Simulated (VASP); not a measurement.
Level of theory: PBE GGA, VASP's PBE PAW potentials (set 64) (plane waves; VASP).

VASP ran on this input.

### INCAR
```
SYSTEM = Ta
PREC = Accurate
ENCUT = 480
EDIFF = 1E-7
NELM = 100
ALGO = Normal
LREAL = .FALSE.
LASPH = .TRUE.
ISMEAR = 1
SIGMA = 0.1
GGA = PE
LMAXMIX = 6
LWAVE = .FALSE.
LCHARG = .FALSE.
ISIF = 2
```

**POSCAR**
```
Ta
1
   -1.6348345610     1.6348345610     1.6348345610
    1.6348345610    -1.6348345610     1.6348345610
    1.6348345610     1.6348345610    -1.6348345610
Ta
1
Direct
  0.0000000000   0.0000000000   0.0000000000
```

KPOINTS:
```
Automatic mesh
0
Gamma
14 14 14
0 0 0
```

POTCAR, in this order: Ta_pv (PBE.64 set). Program: vasp_std.

The resulting files:

File OSZICAR:
```
       N       E                     dE             d eps       ncg     rms          rms(c)
DAV:   1     0.426124525257E+02    0.42612E+02   -0.63407E+03  1880   0.110E+03
DAV:   2    -0.115719895289E+02   -0.54184E+02   -0.53403E+02  2342   0.235E+02
DAV:   3    -0.122253866550E+02   -0.65340E+00   -0.63642E+00  2168   0.262E+01
DAV:   4    -0.122302011736E+02   -0.48145E-02   -0.48289E-02  2153   0.172E+00
DAV:   5    -0.122302360980E+02   -0.34924E-04   -0.34923E-04  2108   0.119E-01    0.143E+01
DAV:   6    -0.119022285425E+02    0.32801E+00   -0.35653E-01  1942   0.739E+00    0.710E+00
DAV:   7    -0.117955988237E+02    0.10663E+00   -0.31555E-01  1959   0.662E+00    0.367E-01
DAV:   8    -0.117942315533E+02    0.13673E-02   -0.31963E-03  2042   0.735E-01    0.662E-02
DAV:   9    -0.117942325396E+02   -0.98638E-06   -0.53865E-05  2010   0.983E-02    0.342E-02
DAV:  10    -0.117942279064E+02    0.46333E-05   -0.40714E-06  2110   0.291E-02    0.436E-03
DAV:  11    -0.117942279616E+02   -0.55237E-07   -0.14714E-07  1582   0.561E-03
   1 F= -.11794228E+02 E0= -.11794348E+02  d E =0.360720E-03
```

File OUTCAR:
```
------------------------ aborting loop because EDIFF is reached ----------------------------------------
  FORCE on cell =-STRESS in cart. coord.  units (eV):
  Direction    XX          YY          ZZ          XY          YZ          ZX
  --------------------------------------------------------------------------------------
  Total        1.1041686      1.1041686      1.1041686     -0.0000000     -0.0000000     -0.0000000
  in kB      101.2195890    101.2195890    101.2195890     -0.0000000     -0.0000000     -0.0000000
  external PRESSURE =     101.2195890 kB  Pullay stress =       0.0000000 kB
  volume of cell :       17.48
      direct lattice vectors                 reciprocal lattice vectors
    -1.634834561  1.634834561  1.634834561     0.000000000  0.305841344  0.305841344
     1.634834561 -1.634834561  1.634834561     0.305841344  0.000000000  0.305841344
     1.634834561  1.634834561 -1.634834561     0.305841344  0.305841344  0.000000000
 POSITION                                       TOTAL-FORCE (eV/Angst)
 -----------------------------------------------------------------------------------
      0.00000      0.00000      0.00000         0.000000      0.000000     -0.000000
 -----------------------------------------------------------------------------------
    total drift:                                0.000000      0.000000      0.000000
  FREE ENERGIE OF THE ION-ELECTRON SYSTEM (eV)
  ---------------------------------------------------
  free  energy   TOTEN  =       -11.7942279616 eV

  energy  without entropy=      -11.7945886812  energy(sigma->0) =      -11.79434820
```
(Selected blocks of OUTCAR.)

**OUTCAR**
```
 val. band max:        5.6814002912   @ k =  -0.3571   0.3571   0.0714

 cond. band min:       5.7144239071   @ k =   0.0714   0.0714   0.0714


 Fermi energy:         5.6933498876

 k-point     1 :       0.0000    0.0000    0.0000
  band No.  band energies     occupation
      1     -27.2255      2.00000
      2     -27.2255      2.00000
      3     -27.2255      2.00000
      4      -2.2979      2.00000
      5       6.4631     -0.00000
      6       6.4631     -0.00000
      7       6.4631     -0.00000
      8       9.8450      0.00000
      9       9.8450      0.00000

 k-point     2 :       0.0714    0.0000    0.0000
  band No.  band energies     occupation
      1     -27.2956      2.00000
      2     -27.2468      2.00000
      3     -27.2258      2.00000
      4      -2.0615      2.00000
      5       6.3088     -0.00000
      6       6.4161     -0.00000
      7       6.6955     -0.00000
      8       9.5984      0.00000
      9       9.8451      0.00000

 k-point     3 :       0.1429    0.0000    0.0000
  band No.  band energies     occupation
      1     -27.4884      2.00000
      2     -27.3062      2.00000
      3     -27.2271      2.00000
      4      -1.3959      2.00000
      5       5.9060     -0.01041
      6       6.1985     -0.00000
      7       7.3807     -0.00000
      8       9.2047      0.00000
      9       9.8667      0.00000

 k-point     4 :       0.2143    0.0000    0.0000
  band No.  band energies     occupation
      1     -27.7576      2.00000
      2     -27.3910      2.00000
      3     -27.2289      2.00000
      4      -0.4443      2.00000
      5       5.3861      2.00012
      6       5.7930     -0.04956
      7       8.4816      0.00000
      8       9.1400      0.00000
      9       9.9558      0.00000

 k-point     5 :       0.2857    0.0000    0.0000
  band No.  band energies     occupation
      1     -28.0445      2.00000
      2     -27.4836      2.00000
      3     -27.2309      2.00000
...
```

Unless said otherwise, spin-orbit coupling is left out, though it shifts the bands of the heavy elements here.

The compound is Ta in the bcc structure. This cell was strained or had an atom moved on purpose.
